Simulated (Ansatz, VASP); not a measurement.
# KTaO3 in two plane-wave programs, part 2 of 3

Aim: how closely do two programs agree when they are given the same cell, functional and k mesh? The cell is taken from a series of runs on this material, whose earlier steps may have relaxed, scaled, displaced or heated it; both programs get it as it stands.

VASP 6.6.1 and Ansatz 0.2.0.

So far: The starting structure; VASP: zone-centre phonons, LDA.

## (2) VASP: zone-centre phonons, LDA (continued)

Level of this step: LDA; plane waves and PAW (O, K_sv, Ta_pv) (VASP).

Parts of OUTCAR (step 2):

```text
ion  position               nearest neighbor table
   1  0.500  0.000  0.000-   5 1.99   5 1.99   4 2.81   4 2.81   4 2.81   4 2.81
   2  0.000  0.500  0.000-   5 1.99   5 1.99   4 2.81   4 2.81   4 2.81   4 2.81
   3  0.000  0.000  0.500-   5 1.99   5 1.99   4 2.81   4 2.81   4 2.81   4 2.81
   4  0.500  0.500  0.500-   1 2.81   2 2.81   3 2.81   1 2.81   2 2.81   1 2.81   3 2.81   1 2.81
                             2 2.81   3 2.81   2 2.81   3 2.81   5 3.44   5 3.44   5 3.44   5 3.44
   5  0.000  0.000  0.000-   1 1.99   2 1.99   3 1.99   3 1.99   2 1.99   1 1.99   4 3.44   4 3.44
                             4 3.44   4 3.44   4 3.44   4 3.44   4 3.44   4 3.44

  LATTYP: Found a simple cubic cell.
 ALAT       =     3.9775250913

 Subroutine GETGRP returns: Found 48 space group operations
 (whereof 48 operations were pure point group operations)

The static configuration has the point symmetry O_h .

 Found     35 irreducible k-points:

   k-points           NKPTS =     35   k-points in BZ     NKDIM =     35   number of bands    NBANDS=     25

   dimension x,y,z NGX =    32 NGY =   32 NGZ =   32
   dimension x,y,z NGXF=    64 NGYF=   64 NGZF=   64

   ENCUT  =  600.0 eV  44.10 Ry    6.64 a.u.   7.94  7.94  7.94*2*pi/ulx,y,z

   NELECT =      38.0000    total number of electrons

 k-points in reciprocal lattice and weights: Automatic mesh
   0.00000000  0.00000000  0.00000000       0.002
   0.12500000  0.00000000  0.00000000       0.012
   0.25000000  0.00000000  0.00000000       0.012
   0.37500000  0.00000000  0.00000000       0.012
   0.50000000  0.00000000  0.00000000       0.006
   0.12500000  0.12500000  0.00000000       0.023
   0.25000000  0.12500000  0.00000000       0.047
   0.37500000  0.12500000  0.00000000       0.047
   0.50000000  0.12500000  0.00000000       0.023
[...]
0.50000000  0.50000000  0.37500000       0.012
   0.50000000  0.50000000  0.50000000       0.002

 average (electrostatic) potential at core
       1 -72.9620       2 -72.9620       3 -72.9620       4 -32.1315       5 -41.1672

  Total       -1.1758015     -1.1758015     -1.1758015     -0.0000000     -0.0000000      0.0000000
[...]
2     0.00000     1.15093     0.00000
    3     0.00000    -0.00000     1.15093
 ion    5
    1     8.80812    -0.00000    -0.00000
    2    -0.00000     8.80812    -0.00000
    3     0.00000    -0.00000     8.80812

 Eigenvectors and eigenvalues of the dynamical matrix
 ----------------------------------------------------

   1 f  =   16.118065 THz   101.272790 2PiTHz  537.640780 cm-1    66.658931 meV
             X         Y         Z           dx          dy          dz
      1.988763  0.000000  0.000000    -0.247611   -0.361020    0.000000
      0.000000  1.988763  0.000000     0.110629    0.808039   -0.000000
      0.000000  0.000000  1.988763     0.110629   -0.361020    0.000000
      1.988763  1.988763  1.988763     0.004256   -0.013889   -0.000000
      0.000000  0.000000  0.000000     0.005875   -0.019172    0.000000

   2 f  =   16.118065 THz   101.272790 2PiTHz  537.640780 cm-1    66.658931 meV
             X         Y         Z           dx          dy          dz
      1.988763  0.000000  0.000000     0.808039   -0.110629   -0.000000
      0.000000  1.988763  0.000000    -0.361020    0.247611    0.000000
      0.000000  0.000000  1.988763    -0.361020   -0.110629   -0.000000
      1.988763  1.988763  1.988763    -0.013889   -0.004256   -0.000000
      0.000000  0.000000  0.000000    -0.019172   -0.005875   -0.000000

   3 f  =   16.118065 THz   101.272790 2PiTHz  537.640780 cm-1    66.658931 meV
             X         Y         Z           dx          dy          dz
      1.988763  0.000000  0.000000    -0.000000   -0.000000   -0.377590
      0.000000  1.988763  0.000000     0.000000   -0.000000   -0.377590
      0.000000  0.000000  1.988763     0.000000   -0.000000    0.845126
      1.988763  1.988763  1.988763     0.000000   -0.000000   -0.014526
      0.000000  0.000000  0.000000    -0.000000    0.000000   -0.020052

   4 f  =    7.561595 THz    47.510902 2PiTHz  252.227655 cm-1    31.272230 meV
             X         Y         Z           dx          dy          dz
      1.988763  0.000000  0.000000     0.000000   -0.667931    0.164157
      0.000000  1.988763  0.000000    -0.164074    0.000000   -0.164157
      0.000000  0.000000  1.988763     0.164074    0.667931   -0.000000
      1.988763  1.988763  1.988763    -0.000000   -0.000000    0.000000
      0.000000  0.000000  0.000000     0.000000   -0.000000   -0.000000

   5 f  =    7.561595 THz    47.510902 2PiTHz  252.227655 cm-1    31.272230 meV
             X         Y         Z           dx          dy          dz
      1.988763  0.000000  0.000000     0.000000    0.228338    0.375206
      0.000000  1.988763  0.000000    -0.554150    0.000000   -0.375206
      0.000000  0.000000  1.988763     0.554150   -0.228338    0.000000
      1.988763  1.988763  1.988763    -0.000000   -0.000000   -0.000000
      0.000000  0.000000  0.000000     0.000000   -0.000000    0.000000

   6 f  =    7.561595 THz    47.510902 2PiTHz  252.227655 cm-1    31.272230 meV
             X         Y         Z           dx          dy          dz
      1.988763  0.000000  0.000000    -0.000000   -0.041587   -0.576431
      0.000000  1.988763  0.000000    -0.407428   -0.000000    0.576431
      0.000000  0.000000  1.988763     0.407428    0.041587   -0.000000
      1.988763  1.988763  1.988763     0.000000    0.000000    0.000000
      0.000000  0.000000  0.000000     0.000000   -0.000000    0.000000

   7 f  =    5.315176 THz    33.396238 2PiTHz  177.295198 cm-1    21.981793 meV
             X         Y         Z           dx          dy          dz
      1.988763  0.000000  0.000000    -0.002508   -0.007712   -0.210592
      0.000000  1.988763  0.000000    -0.002961   -0.006531   -0.210592
      0.000000  0.000000  1.988763    -0.002961   -0.007712   -0.178350
      1.988763  1.988763  1.988763     0.012729    0.033154    0.905317
      0.000000  0.000000  0.000000    -0.003397   -0.008847   -0.241576

   8 f  =    5.315176 THz    33.396238 2PiTHz  177.295198 cm-1    21.981793 meV
             X         Y         Z           dx          dy          dz
      1.988763  0.000000  0.000000    -0.031191    0.207390   -0.007077
      0.000000  1.988763  0.000000    -0.036829    0.175638   -0.007077
      0.000000  0.000000  1.988763    -0.036829    0.207390   -0.005994
      1.988763  1.988763  1.988763     0.158327   -0.891553    0.030424
      0.000000  0.000000  0.000000    -0.042248    0.237903   -0.008118

   9 f  =    5.315176 THz    33.396238 2PiTHz  177.295198 cm-1    21.981793 meV
             X         Y         Z           dx          dy          dz
      1.988763  0.000000  0.000000     0.175723    0.036702   -0.004261
      0.000000  1.988763  0.000000     0.207490    0.031083   -0.004261
      0.000000  0.000000  1.988763     0.207490    0.036702   -0.003609
      1.988763  1.988763  1.988763    -0.891981   -0.157777    0.018320
      0.000000  0.000000  0.000000     0.238017    0.042102   -0.004888

  10 f  =    2.677327 THz    16.822139 2PiTHz   89.306003 cm-1    11.072528 meV
             X         Y         Z           dx          dy          dz
      1.988763  0.000000  0.000000     0.016730    0.047478   -0.501234
      0.000000  1.988763  0.000000     0.019106    0.041575   -0.501234
      0.000000  0.000000  1.988763     0.019106    0.047478   -0.438919
      1.988763  1.988763  1.988763     0.006989    0.017367   -0.183349
      0.000000  0.000000  0.000000    -0.019471   -0.048387    0.510827

  11 f  =    2.677327 THz    16.822139 2PiTHz   89.306003 cm-1    11.072528 meV
             X         Y         Z           dx          dy          dz
      1.988763  0.000000  0.000000     0.428663   -0.119029    0.007385
      0.000000  1.988763  0.000000     0.489523   -0.104231    0.007385
      0.000000  0.000000  1.988763     0.489523   -0.119029    0.006467
      1.988763  1.988763  1.988763     0.179065   -0.043540    0.002701
      0.000000  0.000000  0.000000    -0.498892    0.121307   -0.007526

  12 f  =    2.677327 THz    16.822139 2PiTHz   89.306003 cm-1    11.072528 meV
             X         Y         Z           dx          dy          dz
      1.988763  0.000000  0.000000    -0.103082   -0.487271   -0.050642
      0.000000  1.988763  0.000000    -0.117717   -0.426691   -0.050642
      0.000000  0.000000  1.988763    -0.117717   -0.487271   -0.044346
      1.988763  1.988763  1.988763    -0.043060   -0.178242   -0.018525
      0.000000  0.000000  0.000000     0.119970    0.496597    0.051612

  13 f/i=    0.007933 THz     0.049844 2PiTHz    0.264612 cm-1     0.032808 meV
             X         Y         Z           dx          dy          dz
      1.988763  0.000000  0.000000    -0.131503   -0.203460   -0.022175
      0.000000  1.988763  0.000000    -0.131401   -0.203617   -0.022175
      0.000000  0.000000  1.988763    -0.131401   -0.203460   -0.022193
      1.988763  1.988763  1.988763    -0.205700   -0.318504   -0.034714
      0.000000  0.000000  0.000000    -0.444690   -0.688552   -0.075047

  14 f/i=    0.007933 THz     0.049844 2PiTHz    0.264612 cm-1     0.032808 meV
             X         Y         Z           dx          dy          dz
      1.988763  0.000000  0.000000     0.204469   -0.131951   -0.000004
      0.000000  1.988763  0.000000     0.204311   -0.132053   -0.000004
      0.000000  0.000000  1.988763     0.204311   -0.131951   -0.000004
      1.988763  1.988763  1.988763     0.319836   -0.206560   -0.000007
      0.000000  0.000000  0.000000     0.691432   -0.446549   -0.000014

  15 f/i=    0.007933 THz     0.049844 2PiTHz    0.264612 cm-1     0.032808 meV
             X         Y         Z           dx          dy          dz
      1.988763  0.000000  0.000000     0.012037    0.018631   -0.242203
      0.000000  1.988763  0.000000     0.012027    0.018645   -0.242203
      0.000000  0.000000  1.988763     0.012027    0.018631   -0.242390
      1.988763  1.988763  1.988763     0.018828    0.029165   -0.379153
      0.000000  0.000000  0.000000     0.040703    0.063050   -0.819666

 MACROSCOPIC STATIC DIELECTRIC TENSOR IONIC CONTRIBUTION
 ------------------------------------------------------
         217.201382     0.000000     0.000000
           0.000000   217.201382    -0.000000
           0.000000    -0.000000   217.201382
 ------------------------------------------------------

 ELASTIC MODULI CONTR FROM IONIC RELAXATION (kBar)
 Direction    XX          YY          ZZ          XY          YZ          ZX
 --------------------------------------------------------------------------------
 XX           0.0000      0.0000      0.0000      0.0000      0.0000      0.0000
 YY           0.0000      0.0000      0.0000      0.0000      0.0000      0.0000
 ZZ           0.0000      0.0000      0.0000      0.0000      0.0000      0.0000
 XY           0.0000      0.0000      0.0000      0.0000      0.0000      0.0000
 YZ           0.0000      0.0000      0.0000      0.0000      0.0000      0.0000
 ZX           0.0000      0.0000      0.0000      0.0000      0.0000      0.0000
 --------------------------------------------------------------------------------

 PIEZOELECTRIC TENSOR IONIC CONTR  for field in x, y, z        (C/m^2)
          XX          YY          ZZ          XY          YZ          ZX
  --------------------------------------------------------------------------------
  x     0.00000     0.00000     0.00000     0.00000     0.00000     0.00000
  y     0.00000     0.00000     0.00000     0.00000     0.00000     0.00000
  z     0.00000     0.00000     0.00000     0.00000     0.00000     0.00000
```

(Continued in part 3 of 3.)

[Lines on the potential files, build, host, timing and source positions are cut from VASP's logs without a mark.]

[Logs are printed without paths, hosts, clocks, repeated set-up lines and the standing remarks that a program may print on its own settings, such as how far it seeks lower states.]

[Hosts, paths, dates, database ids (printed as entryN), source tags and the programs' standing remarks are cut or masked in the printed files.]
